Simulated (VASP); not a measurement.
Computed with PBE GGA, VASP's PBE PAW potentials (set 64) (plane waves; VASP).

A VASP calculation is set up with these files.

**POSCAR**
```
Zn35FO35
1
    4.9323206973    -8.5430314063     0.0000000000
    4.9323206973     8.5430314063     0.0000000000
    0.0000000000     0.0000000000    10.5847754337
Zn O F
35 35 1
Direct
  0.2222220000   0.1111110000   0.2500000000
  0.1111110000   0.2222220000   0.0000000000
  0.2222220000   0.1111110000   0.7500000000
  0.1111110000   0.2222220000   0.5000000000
  0.2222220000   0.4444440000   0.2500000000
  0.1111110000   0.5555560000   0.0000000000
  0.2222220000   0.4444440000   0.7500000000
  0.1111110000   0.5555560000   0.5000000000
  0.2222220000   0.7777780000   0.2500000000
  0.1111110000   0.8888890000   0.0000000000
  0.2222220000   0.7777780000   0.7500000000
  0.1111110000   0.8888890000   0.5000000000
  0.5555560000   0.1111110000   0.2500000000
  0.4444440000   0.2222220000   0.0000000000
  0.5555560000   0.1111110000   0.7500000000
  0.5555560000   0.4444440000   0.2500000000
  0.4444440000   0.5555560000   0.0000000000
  0.5555560000   0.4444440000   0.7500000000
  0.4444440000   0.5555560000   0.5000000000
  0.5555560000   0.7777780000   0.2500000000
  0.4444440000   0.8888890000   0.0000000000
  0.5555560000   0.7777780000   0.7500000000
  0.4444440000   0.8888890000   0.5000000000
  0.8888890000   0.1111110000   0.2500000000
  0.7777780000   0.2222220000   0.0000000000
  0.8888890000   0.1111110000   0.7500000000
  0.7777780000   0.2222220000   0.5000000000
  0.8888890000   0.4444440000   0.2500000000
  0.7777780000   0.5555560000   0.0000000000
  0.8888890000   0.4444440000   0.7500000000
  0.7777780000   0.5555560000   0.5000000000
  0.8888890000   0.7777780000   0.2500000000
  0.7777780000   0.8888890000   0.0000000000
  0.8888890000   0.7777780000   0.7500000000
  0.7777780000   0.8888890000   0.5000000000
  0.2228780000   0.1087840000   0.4370080000
  0.1111110000   0.2222220000   0.1910000000
  0.2222220000   0.1111110000   0.9410000000
  0.1111110000   0.2222220000   0.6910000000
  0.2222220000   0.4444440000   0.4410000000
  0.1111110000   0.5555560000   0.1910000000
  0.2222220000   0.4444440000   0.9410000000
  0.1111110000   0.5555560000   0.6910000000
  0.2222220000   0.7777780000   0.4410000000
  0.1111110000   0.8888890000   0.1910000000
  0.2222220000   0.7777780000   0.9410000000
  0.1111110000   0.8888890000   0.6910000000
  0.5559120000   0.1106390000   0.4432530000
  0.4444440000   0.2222220000   0.1910000000
  0.5555560000   0.1111110000   0.9410000000
  0.4460980000   0.2213810000   0.6871910000
  0.4444440000   0.5555560000   0.1910000000
  0.5555560000   0.4444440000   0.9410000000
  0.4444440000   0.5555560000   0.6910000000
  0.5555560000   0.7777780000   0.4410000000
  0.4444440000   0.8888890000   0.1910000000
  0.5555560000   0.7777780000   0.9410000000
  0.4444440000   0.8888890000   0.6910000000
  0.8888890000   0.1111110000   0.4410000000
  0.7777780000   0.2222220000   0.1910000000
  0.8888890000   0.1111110000   0.9410000000
  0.7777780000   0.2222220000   0.6910000000
  0.8888890000   0.4444440000   0.4410000000
  0.7777780000   0.5555560000   0.1910000000
  0.8888890000   0.4444440000   0.9410000000
  0.7777780000   0.5555560000   0.6910000000
  0.8888890000   0.7777780000   0.4410000000
  0.7777780000   0.8888890000   0.1910000000
  0.8888890000   0.7777780000   0.9410000000
  0.7777780000   0.8888890000   0.6910000000
  0.5596100000   0.4456830000   0.4371690000
```

INCAR:
```
LREAL = Auto   # projection in real space or not
LASPH = T   # aspherical one-centre terms
LMAXMIX = 4   # l cut-off of mixed one-centre charges
PREC = Normal
LWAVE = F
IBRION = 2
ALGO = Fast
NELM = 100
NELECT = 638.0
SIGMA = 0.05
ENCUT = 400   # plane-wave cut-off (eV)
EDIFFG = -0.03
NSW = 70
SYSTEM = Zn35FO35
LCHARG = F
EDIFF = 1E-5
ISYM = 0
ISMEAR = 0
GGA = PE   # PBE
ISIF = 2
NELMIN = 4
```

**KPOINTS**
```
Automatic mesh
0
G
 1 1 1
0 0 0
```

POTCAR, in this order: Zn O F (PBE.64 set). Program: vasp_gam.

The resulting files:

OUTCAR:
```
 ion  position               nearest neighbor table
   1  0.222  0.111  0.250-  36 1.98  49 2.00  45 2.00  37 2.00
   2  0.111  0.222  0.000-  42 2.00  61 2.00  38 2.00  37 2.02
   3  0.222  0.111  0.750-  47 2.00  39 2.00  38 2.02  51 2.02
   4  0.111  0.222  0.500-  40 2.00  59 2.00  39 2.02  36 2.04
   5  0.222  0.444  0.250-  37 2.00  52 2.00  41 2.00  40 2.02
   6  0.111  0.556  0.000-  46 2.00  65 2.00  42 2.00  41 2.02
   7  0.222  0.444  0.750-  39 2.00  54 2.00  43 2.00  42 2.02
   8  0.111  0.556  0.500-  44 2.00  63 2.00  40 2.00  43 2.02
   9  0.222  0.778  0.250-  41 2.00  56 2.00  45 2.00  44 2.02
  10  0.111  0.889  0.000-  38 2.00  69 2.00  46 2.00  45 2.02
  11  0.222  0.778  0.750-  43 2.00  58 2.00  47 2.00  46 2.02
  12  0.111  0.889  0.500-  36 1.99  67 2.00  44 2.00  47 2.02
  13  0.556  0.111  0.250-  60 2.00  56 2.00  49 2.00  48 2.05
  14  0.444  0.222  0.000-  38 2.00  53 2.00  50 2.00  49 2.02
  15  0.556  0.111  0.750-  51 1.99  62 2.00  58 2.00  50 2.02
  16  0.556  0.444  0.250-  71 1.98  64 2.00  49 2.00  52 2.00
  17  0.444  0.556  0.000-  42 2.00  57 2.00  53 2.00  52 2.02
  18  0.556  0.444  0.750-  66 2.00  54 2.00  51 2.02  53 2.02
  19  0.444  0.556  0.500-  40 2.00  55 2.00  54 2.02  71 2.03
  20  0.556  0.778  0.250-  68 2.00  52 2.00  56 2.00  55 2.02
  21  0.444  0.889  0.000-  46 2.00  50 2.00  57 2.00  56 2.02
  22  0.556  0.778  0.750-  70 2.00  54 2.00  58 2.00  57 2.02
  23  0.444  0.889  0.500-  48 1.99  44 2.00  55 2.00  58 2.02
  24  0.889  0.111  0.250-  37 2.00  68 2.00  60 2.00  59 2.02
  25  0.778  0.222  0.000-  50 2.00  65 2.00  61 2.00  60 2.02
  26  0.889  0.111  0.750-  39 2.00  70 2.00  62 2.00  61 2.02
  27  0.778  0.222  0.500-  48 1.99  63 2.00  59 2.00  62 2.02
  28  0.889  0.444  0.250-  60 2.00  41 2.00  64 2.00  63 2.02
  29  0.778  0.556  0.000-  69 2.00  53 2.00  65 2.00  64 2.02
  30  0.889  0.444  0.750-  62 2.00  43 2.00  66 2.00  65 2.02
  31  0.778  0.556  0.500-  71 1.98  67 2.00  63 2.00  66 2.02
  32  0.889  0.778  0.250-  64 2.00  45 2.00  68 2.00  67 2.02
  33  0.778  0.889  0.000-  57 2.00  61 2.00  69 2.00  68 2.02
  34  0.889  0.778  0.750-  66 2.00  47 2.00  70 2.00  69 2.02
  35  0.778  0.889  0.500-  55 2.00  59 2.00  67 2.00  70 2.02
  36  0.223  0.109  0.437-   1 1.98  12 1.99   4 2.04
  37  0.111  0.222  0.191-   5 2.00  24 2.00   1 2.00   2 2.02
  38  0.222  0.111  0.941-  14 2.00  10 2.00   2 2.00   3 2.02
  39  0.111  0.222  0.691-   7 2.00  26 2.00   3 2.00   4 2.02
...
```

### OSZICAR
```
...
RMM:   4    -0.312304455699E+03    0.16310E-04   -0.99571E-04   768   0.666E-02    0.656E-02
RMM:   5    -0.312304429278E+03    0.26422E-04   -0.26644E-04   761   0.348E-02    0.222E-02
RMM:   6    -0.312304436360E+03   -0.70819E-05   -0.73301E-05   613   0.153E-02
  14 F= -.31230444E+03 E0= -.31230444E+03  d E =-.282082E-02
       N       E                     dE             d eps       ncg     rms          rms(c)
DAV:   1    -0.312300321938E+03    0.41073E-02   -0.17371E+00   776   0.241E+00    0.223E-01
RMM:   2    -0.312304297241E+03   -0.39753E-02   -0.42661E-02   779   0.374E-01    0.131E-01
RMM:   3    -0.312304458943E+03   -0.16170E-03   -0.46915E-03   776   0.136E-01    0.720E-02
RMM:   4    -0.312304447341E+03    0.11602E-04   -0.51759E-04   766   0.486E-02    0.483E-02
RMM:   5    -0.312304433258E+03    0.14083E-04   -0.14279E-04   723   0.259E-02    0.169E-02
RMM:   6    -0.312304437481E+03   -0.42229E-05   -0.42583E-05   528   0.113E-02
  15 F= -.31230444E+03 E0= -.31230444E+03  d E =-.282195E-02
       N       E                     dE             d eps       ncg     rms          rms(c)
DAV:   1    -0.312303856216E+03    0.57704E-03   -0.34384E-01   808   0.107E+00    0.978E-02
RMM:   2    -0.312304614013E+03   -0.75780E-03   -0.81537E-03   777   0.164E-01    0.558E-02
RMM:   3    -0.312304645077E+03   -0.31065E-04   -0.90468E-04   778   0.599E-02    0.297E-02
RMM:   4    -0.312304642939E+03    0.21386E-05   -0.94602E-05   654   0.206E-02
  16 F= -.31230464E+03 E0= -.31230464E+03  d E =-.302740E-02
       N       E                     dE             d eps       ncg     rms          rms(c)
DAV:   1    -0.312298603015E+03    0.60421E-02   -0.37818E+00   776   0.349E+00    0.312E-01
RMM:   2    -0.312306177786E+03   -0.75748E-02   -0.81139E-02   788   0.515E-01    0.169E-01
RMM:   3    -0.312306628218E+03   -0.45043E-03   -0.94164E-03   781   0.188E-01    0.946E-02
RMM:   4    -0.312306614839E+03    0.13379E-04   -0.10007E-03   769   0.649E-02    0.660E-02
RMM:   5    -0.312306590459E+03    0.24380E-04   -0.28075E-04   759   0.342E-02    0.201E-02
RMM:   6    -0.312306598117E+03   -0.76579E-05   -0.70678E-05   589   0.150E-02
  17 F= -.31230660E+03 E0= -.31230660E+03  d E =-.195518E-02
       N       E                     dE             d eps       ncg     rms          rms(c)
DAV:   1    -0.312304288345E+03    0.23021E-02   -0.11082E+00   776   0.189E+00    0.170E-01
RMM:   2    -0.312306515123E+03   -0.22268E-02   -0.23874E-02   783   0.281E-01    0.934E-02
RMM:   3    -0.312306658227E+03   -0.14310E-03   -0.29155E-03   779   0.104E-01    0.529E-02
RMM:   4    -0.312306656442E+03    0.17853E-05   -0.31879E-04   768   0.368E-02    0.366E-02
RMM:   5    -0.312306648906E+03    0.75356E-05   -0.82148E-05   637   0.191E-02
  18 F= -.31230665E+03 E0= -.31230665E+03  d E =-.200597E-02
       N       E                     dE             d eps       ncg     rms          rms(c)
DAV:   1    -0.312302940155E+03    0.37163E-02   -0.22495E+00   776   0.265E+00    0.249E-01
RMM:   2    -0.312307723691E+03   -0.47835E-02   -0.51330E-02   785   0.413E-01    0.112E-01
RMM:   3    -0.312308050317E+03   -0.32663E-03   -0.62029E-03   774   0.153E-01    0.657E-02
RMM:   4    -0.312308054770E+03   -0.44521E-05   -0.70264E-04   774   0.517E-02    0.437E-02
RMM:   5    -0.312308038656E+03    0.16114E-04   -0.16744E-04   729   0.266E-02    0.138E-02
RMM:   6    -0.312308043085E+03   -0.44296E-05   -0.42657E-05   532   0.117E-02
  19 F= -.31230804E+03 E0= -.31230804E+03  d E =-.139418E-02
       N       E                     dE             d eps       ncg     rms          rms(c)
DAV:   1    -0.312302255457E+03    0.57832E-02   -0.28023E+00   776   0.296E+00    0.272E-01
RMM:   2    -0.312308290083E+03   -0.60346E-02   -0.64548E-02   786   0.463E-01    0.125E-01
RMM:   3    -0.312308681128E+03   -0.39105E-03   -0.77087E-03   774   0.170E-01    0.768E-02
RMM:   4    -0.312308678861E+03    0.22670E-05   -0.86898E-04   773   0.584E-02    0.509E-02
RMM:   5    -0.312308655108E+03    0.23753E-04   -0.21506E-04   744   0.305E-02    0.163E-02
RMM:   6    -0.312308660877E+03   -0.57690E-05   -0.54691E-05   563   0.134E-02
  20 F= -.31230866E+03 E0= -.31230866E+03  d E =-.201197E-02
       N       E                     dE             d eps       ncg     rms          rms(c)
DAV:   1    -0.312308237304E+03    0.41780E-03   -0.72638E-01   792   0.158E+00    0.152E-01
RMM:   2    -0.312309721083E+03   -0.14838E-02   -0.16198E-02   765   0.257E-01    0.101E-01
RMM:   3    -0.312309832924E+03   -0.11184E-03   -0.21218E-03   764   0.953E-02    0.517E-02
RMM:   4    -0.312309825314E+03    0.76100E-05   -0.24438E-04   764   0.331E-02    0.376E-02
RMM:   5    -0.312309815637E+03    0.96773E-05   -0.70624E-05   658   0.182E-02
  21 F= -.31230982E+03 E0= -.31230982E+03  d E =-.115476E-02
       N       E                     dE             d eps       ncg     rms          rms(c)
DAV:   1    -0.312308795192E+03    0.10301E-02   -0.55452E-01   792   0.138E+00    0.139E-01
RMM:   2    -0.312309912640E+03   -0.11174E-02   -0.12278E-02   765   0.224E-01    0.929E-02
RMM:   3    -0.312310000937E+03   -0.88297E-04   -0.16202E-03   764   0.830E-02    0.445E-02
RMM:   4    -0.312309998077E+03    0.28606E-05   -0.19228E-04   743   0.281E-02    0.342E-02
RMM:   5    -0.312309991081E+03    0.69958E-05   -0.53593E-05   568   0.150E-02
  22 F= -.31230999E+03 E0= -.31230999E+03  d E =-.133020E-02
       N       E                     dE             d eps       ncg     rms          rms(c)
DAV:   1    -0.312309311877E+03    0.68620E-03   -0.72082E-01   784   0.156E+00    0.139E-01
RMM:   2    -0.312310583847E+03   -0.12720E-02   -0.13747E-02   765   0.229E-01    0.794E-02
RMM:   3    -0.312310695918E+03   -0.11207E-03   -0.18184E-03   765   0.851E-02    0.416E-02
RMM:   4    -0.312310695191E+03    0.72714E-06   -0.19507E-04   745   0.286E-02    0.287E-02
RMM:   5    -0.312310690662E+03    0.45288E-05   -0.49017E-05   548   0.147E-02
  23 F= -.31231069E+03 E0= -.31231069E+03  d E =-.699581E-03
       N       E                     dE             d eps       ncg     rms          rms(c)
DAV:   1    -0.312309408036E+03    0.12872E-02   -0.76664E-01   776   0.161E+00    0.145E-01
RMM:   2    -0.312310762718E+03   -0.13547E-02   -0.14657E-02   765   0.237E-01    0.837E-02
RMM:   3    -0.312310883705E+03   -0.12099E-03   -0.19534E-03   765   0.882E-02    0.437E-02
RMM:   4    -0.312310883284E+03    0.42100E-06   -0.21117E-04   758   0.299E-02    0.303E-02
RMM:   5    -0.312310878432E+03    0.48513E-05   -0.52546E-05   565   0.152E-02
  24 F= -.31231088E+03 E0= -.31231088E+03  d E =-.887351E-03
       N       E                     dE             d eps       ncg     rms          rms(c)
DAV:   1    -0.312310643935E+03    0.23935E-03   -0.34873E-01   808   0.109E+00    0.106E-01
RMM:   2    -0.312311348641E+03   -0.70471E-03   -0.77528E-03   768   0.175E-01    0.647E-02
RMM:   3    -0.312311396851E+03   -0.48209E-04   -0.98921E-04   768   0.641E-02    0.330E-02
RMM:   4    -0.312311393827E+03    0.30240E-05   -0.12092E-04   716   0.225E-02    0.227E-02
RMM:   5    -0.312311389022E+03    0.48045E-05   -0.33059E-05   507   0.125E-02
  25 F= -.31231139E+03 E0= -.31231139E+03  d E =-.510590E-03
       N       E                     dE             d eps       ncg     rms          rms(c)
DAV:   1    -0.312311190098E+03    0.20373E-03   -0.11946E-01   808   0.635E-01    0.638E-02
RMM:   2    -0.312311431887E+03   -0.24179E-03   -0.26697E-03   768   0.102E-01    0.406E-02
RMM:   3    -0.312311448887E+03   -0.17000E-04   -0.34273E-04   762   0.378E-02    0.198E-02
RMM:   4    -0.312311448152E+03    0.73525E-06   -0.43662E-05   530   0.137E-02
  26 F= -.31231145E+03 E0= -.31231145E+03  d E =-.569719E-03
```

OUTCAR:
```
------------------------ aborting loop because EDIFF is reached ----------------------------------------
  FORCE on cell =-STRESS in cart. coord.  units (eV):
  Direction    XX          YY          ZZ          XY          YZ          ZX
  --------------------------------------------------------------------------------------
  Total      -11.5759005    -11.2877936    -16.1166780      0.1640399     -0.1504731     -0.2379509
  in kB      -20.7917198    -20.2742449    -28.9475064      0.2946355     -0.2702679     -0.4273886
  external PRESSURE =     -23.3378237 kB  Pullay stress =       0.0000000 kB
  volume of cell :      892.02
      direct lattice vectors                 reciprocal lattice vectors
     4.932320697 -8.543031406  0.000000000     0.101372159 -0.058527234  0.000000000
     4.932320697  8.543031406  0.000000000     0.101372159  0.058527234  0.000000000
     0.000000000  0.000000000 10.584775434     0.000000000  0.000000000  0.094475316
  FREE ENERGIE OF THE ION-ELECTRON SYSTEM (eV)
  ---------------------------------------------------
  free  energy   TOTEN  =      -312.3114481517 eV

  energy  without entropy=     -312.3114481517  energy(sigma->0) =     -312.31144815

 reached required accuracy - stopping structural energy minimisation
```
(Selected blocks of OUTCAR.)

File CONTCAR:
```
Zn35FO35
   1.00000000000000
     4.9323206972999998   -8.5430314063000008    0.0000000000000000
     4.9323206972999998    8.5430314063000008    0.0000000000000000
     0.0000000000000000    0.0000000000000000   10.5847754337000008
  Zn              O               F
    35    35     1
Direct
     0.2257326351033606    0.1121444691394087    0.2534979117231799
     0.1102150077588355    0.2202177526731035    0.0007901899653176
     0.2236067787610800    0.1107615591710362    0.7463010670018878
     0.1141846932989149    0.2175664706953264    0.5004490285317941
     0.2205680744624636    0.4418228881132842    0.2507444132388300
     0.1112226839880743    0.5555117298092489    0.0017731014459510
     0.2208755692195666    0.4420198406714773    0.7514669965163294
     0.1102769847330711    0.5536320567212365    0.5014958818950781
     0.2224003307652047    0.7779817410435047    0.2518017270169966
     0.1116154357574893    0.8887740996892970    0.0009929965474454
     0.2224207328057826    0.7779727645759967    0.7499114713269417
     0.1187217708738664    0.8965983410331151    0.4991353204653153
     0.5533562553130467    0.1121129486254493    0.2533405344144017
     0.4429237773105864    0.2191168727632959    0.9882261711650129
     0.5542700930668740    0.1109264835647452    0.7462770617374636
     0.5537881387931402    0.4406157736501314    0.2324095018483465
     0.4435716990931097    0.5567171629769091    0.0008505124280749
     0.5544340300874298    0.4419978608183329    0.7511082651084023
     0.4356563506869729    0.5626223521491923    0.5053696383822368
     0.5556729918036658    0.7800567275724571    0.2529563725457052
     0.4440650490564900    0.8888737358406057    0.0009508721727836
     0.5562524385950829    0.7791132362980209    0.7510227516306689
     0.4447609865616328    0.8965957344843931    0.4990832919410627
     0.8895501384388147    0.1123042093231358    0.2535792355701806
     0.7768688699184153    0.2202916495788139    0.0007707329943811
     0.8887928539796395    0.1105769454559863    0.7498487452248119
     0.7705522611931165    0.2176182971032751    0.5003653360269543
     0.8881332697952986    0.4418688104262588    0.2506670309053521
     0.7800646048560200    0.5566861584891660    0.0008131429122152
     0.8880356027421191    0.4420684772668239    0.7514812611073103
     0.7937904821091287    0.5626995497324229    0.5053335256043089
     0.8911714158419101    0.7801769874553207    0.2529678319593163
     0.7780488548428457    0.8893013707524702    0.0018423425409223
     0.8896380188664972    0.7790561221455123    0.7510407741906930
     0.7788134500799502    0.8909367400883218    0.4992957933874487
     0.2086890130097335    0.1041609459130734    0.4340091772747010
     0.1105092938189730    0.2221903625894224    0.1889543003158759
     0.2170173049614414    0.1077584565837104    0.9402510449099164
     0.1100881090572249    0.2218624297598834    0.6906559756963393
     0.2213901859116347    0.4428435360033734    0.4404671767447285
     0.1108458372368259    0.5547588420783147    0.1911656016166886
     0.2218107045981578    0.4441156787740683    0.9406888749550976
     0.1105417163684473    0.5542310989487592    0.6909937044191684
     0.2204470745859936    0.7740776634162840    0.4411245646950695
     0.1107698951618188    0.8867100483251239    0.1892198021640908
     0.2215734178084321    0.7762689744112614    0.9394649543905382
     0.1095464650301522    0.8862159368711954    0.6895752213441083
     0.5628053310010789    0.1040077262634208    0.4339797323312403
     0.4437750651155332    0.2207288948553059    0.1821735651643928
     0.5575960417071646    0.1079092992758009    0.9402273778393140
     0.4447254983146852    0.2225924223713946    0.7198767147912490
     0.4436898958059881    0.5561897006927399    0.1917381423391123
     0.5579546531246146    0.4489599132588893    0.9450362584837977
     0.4446427908995617    0.5554498591700581    0.6911775530402979
     0.5552703968127669    0.7768277547069987    0.4415137485641529
     0.4426023602942387    0.8866046270196882    0.1891518940380451
     0.5559758703231741    0.7777754171752019    0.9402657028365989
     0.4435476009539581    0.8863472643817061    0.6895656867724597
     0.8897588803887133    0.1123699485493357    0.4416420066881004
     0.7787101919010603    0.2223340094724132    0.1889283662557066
     0.8884682600388325    0.1100684793075726    0.9393067121581569
     0.7787852258543748    0.2219134590578876    0.6905866796763654
     0.8883774220506740    0.4429688172265351    0.4404782686800359
     0.7794892963864498    0.5563856258203226    0.1917537643758489
     0.8893829266844057    0.4442124077689248    0.9406626085517503
     0.7776580465445788    0.5554210301562273    0.6910923906512144
     0.8884823425800508    0.7769734924747066    0.4415330399299319
     0.7778000469775577    0.8888426810703215    0.1912395832754556
     0.8886581227675969    0.7777801333901452    0.9402994534585253
     0.7773826979791341    0.8880271931990095    0.6898584323109731
     0.5694556873854717    0.4721549497638474    0.4300020877879049
```

At this cut-off the stress carries a Pulay error, which pulls relaxed volumes low. The cell is charged, with a uniform compensating background. The supercell is sampled at Γ alone, which is coarse: total energies, pressure and levels can be off, energies of defects by several tenths of an eV.

The cell is a supercell with a defect, built from ZnO (wurtzite): F_O-vac_Zn, charge -1. The run is not spin-polarised, so no state with unpaired spins was tried.
